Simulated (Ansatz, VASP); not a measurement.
**Two plane-wave programs on Zn2Ir**

```
Zn Ir
1.0
     0.00000    2.72984    2.72984
     2.72984    0.00000    2.72984
     2.72984    2.72984    0.00000
Zn Ir
2 1
Direct
  0.25000 0.25000 0.25000
  0.75000 0.75000 0.75000
  0.00000 0.00000 0.00000
```

Alike in both runs: task relaxation of cell and atoms; functional PBE; k mesh 6 × 6 × 6; occupations gaussian, width 0.1 eV; no spin polarisation.

|  | VASP | Ansatz |
| --- | --- | --- |
| version | VASP 6.6.1 | Ansatz 0.2.0 |
| potentials or method | VASP PAW PBE potentials, release 64 (Zn, Ir) | scalar-relativistic, plane waves, PAW |
| plane-wave cutoff (eV) | 600 | 420 |
| valence electrons in the cell | 33 | 41 |

VASP gave:

```
gap on the k mesh at the Fermi level, each at its own relaxed structure (eV) : none
relaxed volume (Å³/atom)                                                     : 17.26
relaxed cell length with the largest relative difference (Å)                 : 4.183
energy change over the relaxation (meV/atom)                                 : -465
```

Q: What did Ansatz give for the same quantities?

A: gap on the k mesh at the Fermi level, each at its own relaxed structure (eV): none; relaxed volume (Å³/atom): 17.13; relaxed cell length with the largest relative difference (Å): 4.173; energy change over the relaxation (meV/atom): -444.

A gap of «none» marks a metal or a gap that the smearing closes. The two sets of potentials don't hold the same shells in valence.

Caveats: the volume moved by over 15 % at a fixed basis, so the end points are rough (VASP). The runs have no spin-orbit coupling, so splittings on Ir are missing.
